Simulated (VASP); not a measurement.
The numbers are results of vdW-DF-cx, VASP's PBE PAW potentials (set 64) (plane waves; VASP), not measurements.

VASP input:

INCAR:
```
! general
SYSTEM   = SnSe2
PREC     = Accurate
ENCUT    = 520
LREAL    = F
LASPH    = T
ICHARG   = 11

! electronic loop
EDIFF    = 1E-7
NELM     = 100
ALGO     = Normal
LMAXMIX  = 4

! smearing
ISMEAR   = 0
SIGMA    = 0.05

! functional
GGA      = CX
LUSE_VDW = T
AGGAC    = 0.0

! output
LWAVE    = F
LCHARG   = F
LORBIT   = 11
```

### KPOINTS
```
k-points along high-symmetry lines
10
Line-mode
Reciprocal
  0.000000   0.000000   0.000000 ! GAMMA
  0.500000  -0.000000   0.000000 ! M

  0.500000  -0.000000   0.000000 ! M
  0.333333   0.333333   0.000000 ! K

  0.333333   0.333333   0.000000 ! K
  0.000000   0.000000   0.000000 ! GAMMA

  0.000000   0.000000   0.000000 ! GAMMA
  0.000000   0.000000   0.500000 ! A

  0.000000   0.000000   0.500000 ! A
  0.500000  -0.000000   0.500000 ! L

  0.500000  -0.000000   0.500000 ! L
  0.333333   0.333333   0.500000 ! H

  0.333333   0.333333   0.500000 ! H
  0.000000   0.000000   0.500000 ! A

  0.500000  -0.000000   0.500000 ! L
  0.500000  -0.000000   0.000000 ! M

  0.333333   0.333333   0.500000 ! H
  0.333333   0.333333   0.000000 ! K
```

**POSCAR**
```
SnSe2
12.2684130
  0.1563756233  -0.2708505423   0.0000000000
  0.1563756233   0.2708505423   0.0000000000
  0.0000000000   0.0000000000   0.5000000184
Sn Se
1 2
Direct
  0.0000000000   0.0000000000   0.0000000000
  0.3333330000   0.6666670000   0.2598128370
  0.6666670000   0.3333330000   0.7401871630
```

POTCAR, in this order: Sn_d Se (PBE.64 set). Program: vasp_std. Read from the step before: CHGCAR.

Output

File OSZICAR:
```
       N       E                     dE             d eps       ncg     rms          rms(c)
DAV:   1     0.198838995934E+03    0.19884E+03   -0.12605E+04  3089   0.174E+03
DAV:   2     0.156416606337E+02   -0.18320E+03   -0.17977E+03  3338   0.394E+02
DAV:   3    -0.405444918247E+01   -0.19696E+02   -0.19098E+02  3900   0.118E+02
DAV:   4    -0.470818777301E+01   -0.65374E+00   -0.65241E+00  3666   0.219E+01
DAV:   5    -0.472412160292E+01   -0.15934E-01   -0.15917E-01  4567   0.355E+00
DAV:   6    -0.472434144466E+01   -0.21984E-03   -0.21984E-03  3900   0.328E-01
DAV:   7    -0.472434745279E+01   -0.60081E-05   -0.60086E-05  4687   0.531E-02
DAV:   8    -0.472434750563E+01   -0.52841E-07   -0.52733E-07  3890   0.495E-03
   1 F= -.47243475E+01 E0= -.47243475E+01  d E =-.206712E-12
```

**OUTCAR**
```
 val. band max:        4.0468545887   @ k =   0.0741   0.0741   0.0000

 cond. band min:       4.5163382308   @ k =   0.5000   0.0000   0.3333



 k-point     1 :       0.0000    0.0000    0.0000
  band No.  band energies     occupation
      1     -17.2070      2.00000
      2     -17.2070      2.00000
      3     -17.1716      2.00000
      4     -17.1604      2.00000
      5     -17.1604      2.00000
      6      -9.7772      2.00000
      7      -8.1422      2.00000
      8      -2.3094      2.00000
      9       3.4148      2.00000
     10       3.4148      2.00000
     11       3.6359      2.00000
     12       3.6359      2.00000
     13       3.9063      2.00000
     14       4.7917      0.00000
     15       6.9972      0.00000
     16       8.5457      0.00000
     17       8.5458      0.00000

 k-point     2 :       0.0556    0.0000    0.0000
  band No.  band energies     occupation
      1     -17.2082      2.00000
      2     -17.2059      2.00000
      3     -17.1708      2.00000
      4     -17.1613      2.00000
      5     -17.1604      2.00000
      6      -9.7476      2.00000
      7      -8.1232      2.00000
      8      -2.2987      2.00000
      9       2.9363      2.00000
     10       3.2292      2.00000
     11       3.4491      2.00000
     12       3.7558      2.00000
     13       3.9748      2.00000
     14       5.1511      0.00000
     15       7.1973      0.00000
     16       8.4115      0.00000
     17       8.5997      0.00000

 k-point     3 :       0.1111    0.0000    0.0000
  band No.  band energies     occupation
      1     -17.2117      2.00000
      2     -17.2027      2.00000
      3     -17.1686      2.00000
      4     -17.1633      2.00000
      5     -17.1601      2.00000
      6      -9.6596      2.00000
      7      -8.0685      2.00000
      8      -2.2727      2.00000
      9       2.1675      2.00000
     10       2.9291      2.00000
     11       2.9848      2.00000
     12       3.8713      2.00000
...
```

The density is held fixed in this step, so its total energy and stress have no physical meaning. Unless said otherwise, spin-orbit coupling is left out, though it shifts the bands of the heavy elements here.

The compound is SnSe2 in the 1T layered structure. It was relaxed first.
